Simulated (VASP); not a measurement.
Computed with vdW-DF-cx, VASP's PBE PAW potentials (set 64) (plane waves; VASP).

VASP input:

File KPOINTS:
```
Automatic mesh
0
Gamma
17 17 17
0 0 0
```

INCAR:
```
SYSTEM = V
PREC = Accurate
ENCUT = 520
EDIFF = 1E-7
NELM = 100
ALGO = Normal
LREAL = .FALSE.
LASPH = .TRUE.
ISMEAR = 1
SIGMA = 0.1
GGA = CX
LUSE_VDW = .TRUE.
AGGAC = 0.0
LMAXMIX = 4
LWAVE = .FALSE.
LCHARG = .FALSE.
ISIF = 2
```

### POSCAR
```
V
1
   -1.4653156397     1.4653156397     1.4653156397
    1.4653156397    -1.4653156397     1.4653156397
    1.4653156397     1.4653156397    -1.4653156397
V
1
Direct
  0.0000000000   0.0000000000   0.0000000000
```

POTCAR, in this order: V_sv (PBE.64 set). Program: vasp_std.

What VASP printed:

File OUTCAR:
```
 ion  position               nearest neighbor table
   1  0.000  0.000  0.000-
  LATTYP: Found a body centered cubic cell.
 ALAT       =     2.9306312794
 Subroutine PRICEL returns:
 Original cell was already a primitive cell.
 Subroutine GETGRP returns: Found 48 space group operations
The static configuration has the point symmetry O_h .
The dynamic configuration has the point symmetry O_h .
 Subroutine INISYM returns: Found 48 space group operations
 Subroutine IBZKPT returns following result:
 Found    165 irreducible k-points:

 Following reciprocal coordinates:
            Coordinates               Weight
  0.000000  0.000000  0.000000      1.000000
  0.058824  0.000000  0.000000     12.000000
  0.117647  0.000000  0.000000     12.000000
  0.176471  0.000000  0.000000     12.000000
  0.235294  0.000000  0.000000     12.000000
  0.294118  0.000000  0.000000     12.000000
  0.352941  0.000000  0.000000     12.000000
  0.411765  0.000000  0.000000     12.000000
  0.470588  0.000000  0.000000     12.000000
  0.058824  0.058824  0.000000     24.000000
  0.117647  0.058824  0.000000     48.000000
  0.176471  0.058824  0.000000     48.000000
  0.235294  0.058824  0.000000     48.000000
  0.294118  0.058824  0.000000     48.000000
  0.352941  0.058824 -0.000000     48.000000
  0.411765  0.058824 -0.000000     48.000000
  0.470588  0.058824  0.000000     24.000000
  0.117647  0.117647  0.000000     24.000000
  0.176471  0.117647  0.000000     48.000000
  0.235294  0.117647  0.000000     48.000000
  0.294118  0.117647 -0.000000     48.000000
  0.352941  0.117647  0.000000     48.000000
  0.411765  0.117647  0.000000     48.000000
  0.176471  0.176471  0.000000     24.000000
  0.235294  0.176471  0.000000     48.000000
  0.294118  0.176471  0.000000     48.000000
  0.352941  0.176471  0.000000     48.000000
  0.411765  0.176471  0.000000     24.000000
  0.235294  0.235294  0.000000     24.000000
  0.294118  0.235294  0.000000     48.000000
  0.352941  0.235294  0.000000     48.000000
  0.294118  0.294118  0.000000     24.000000
  0.352941  0.294118  0.000000     24.000000
  0.058824  0.058824  0.058824      8.000000
  0.117647  0.058824  0.058824     24.000000
  0.176471  0.058824  0.058824     24.000000
  0.235294  0.058824  0.058824     24.000000
  0.294118  0.058824  0.058824     24.000000
  0.352941  0.058824  0.058824     24.000000
  0.411765  0.058824  0.058824     24.000000
   k-points           NKPTS =    165   k-points in BZ     NKDIM =    165   number of bands    NBANDS=     10
   number of dos      NEDOS =    301   number of ions     NIONS =      1
   total plane-waves  NPLWV =   8000
   dimension x,y,z NGX =    20 NGY =   20 NGZ =   20
   dimension x,y,z NGXF=    40 NGYF=   40 NGZF=   40
   ions per type =               1
   PREC   = accura    normal or accurate (medium, high low for compatibility)
   ISTART =      0    job   : 0-new  1-cont  2-samecut
   ICHARG =      2    charge: 1-file 2-atom 10-const
   ISPIN  =      1    spin polarized calculation?
   LNONCOLLINEAR =      F non collinear calculations
   LSORBIT =      F    spin-orbit coupling
   INIWAV =      1    electr: 0-lowe 1-rand  2-diag
   ENCUT  =  520.0 eV  38.22 Ry    6.18 a.u.   4.72  4.72  4.72*2*pi/ulx,y,z
   NELM   =    100;   NELMIN=  2; NELMDL= -5     # of ELM steps
   EDIFF  = 0.1E-06   stopping-criterion for ELM
   LREAL  =      F    real-space projection
   NLSPLINE    = F    spline interpolate recip. space projectors
   LMAXMIX     =    4 max onsite mixed and CHGCAR
   VOSKOWN=      0    Vosko Wilk Nusair interpolation
...
```

**OSZICAR**
```
       N       E                     dE             d eps       ncg     rms          rms(c)
DAV:   1     0.873987774173E+02    0.87399E+02   -0.73356E+03  3300   0.143E+03
DAV:   2    -0.611815543053E+01   -0.93517E+02   -0.91478E+02  3398   0.369E+02
DAV:   3    -0.752743501454E+01   -0.14093E+01   -0.13751E+01  3442   0.530E+01
DAV:   4    -0.753684185206E+01   -0.94068E-02   -0.94045E-02  3356   0.443E+00
DAV:   5    -0.753694297814E+01   -0.10113E-03   -0.10113E-03  3422   0.468E-01    0.208E+01
DAV:   6    -0.624036207155E+01    0.12966E+01   -0.49257E+00  3316   0.342E+01    0.270E+00
DAV:   7    -0.621812803936E+01    0.22234E-01   -0.30867E-02  3336   0.231E+00    0.118E+00
DAV:   8    -0.621034933001E+01    0.77787E-02   -0.72519E-03  3310   0.153E+00    0.827E-02
DAV:   9    -0.621035300693E+01   -0.36769E-05   -0.19583E-04  3364   0.234E-01    0.329E-02
DAV:  10    -0.621036430773E+01   -0.11301E-04   -0.11599E-05  3306   0.423E-02    0.205E-03
DAV:  11    -0.621036443685E+01   -0.12912E-06   -0.12931E-07  2386   0.514E-03    0.730E-04
DAV:  12    -0.621036462048E+01   -0.18363E-06   -0.25654E-08  1658   0.267E-03    0.366E-04
DAV:  13    -0.621036462970E+01   -0.92193E-08   -0.24529E-09  1650   0.831E-04
   1 F= -.62103646E+01 E0= -.62101451E+01  d E =-.658540E-03
```

### OUTCAR
```
------------------------ aborting loop because EDIFF is reached ----------------------------------------
  FORCE on cell =-STRESS in cart. coord.  units (eV):
  Direction    XX          YY          ZZ          XY          YZ          ZX
  --------------------------------------------------------------------------------------
  Total        0.5098531      0.5098531      0.5098531      0.0000000      0.0000000      0.0000000
  in kB       64.9085828     64.9085828     64.9085828      0.0000000      0.0000000      0.0000000
  external PRESSURE =      64.9085828 kB  Pullay stress =       0.0000000 kB
  volume of cell :       12.59
      direct lattice vectors                 reciprocal lattice vectors
    -1.465315640  1.465315640  1.465315640     0.000000000  0.341223410  0.341223410
     1.465315640 -1.465315640  1.465315640     0.341223410  0.000000000  0.341223410
     1.465315640  1.465315640 -1.465315640     0.341223410  0.341223410  0.000000000
 POSITION                                       TOTAL-FORCE (eV/Angst)
 -----------------------------------------------------------------------------------
      0.00000      0.00000      0.00000         0.000000      0.000000      0.000000
 -----------------------------------------------------------------------------------
    total drift:                               -0.000000     -0.000000      0.000000
  FREE ENERGIE OF THE ION-ELECTRON SYSTEM (eV)
  ---------------------------------------------------
  free  energy   TOTEN  =        -6.2103646297 eV

  energy  without entropy=       -6.2097060895  energy(sigma->0) =       -6.21014512
```
(Selected blocks of OUTCAR.)

The compound is V in the bcc structure. This cell is one point of a volume scan, at 0.97 of the reference volume. The run is not spin-polarised, so no magnetic state was tried.
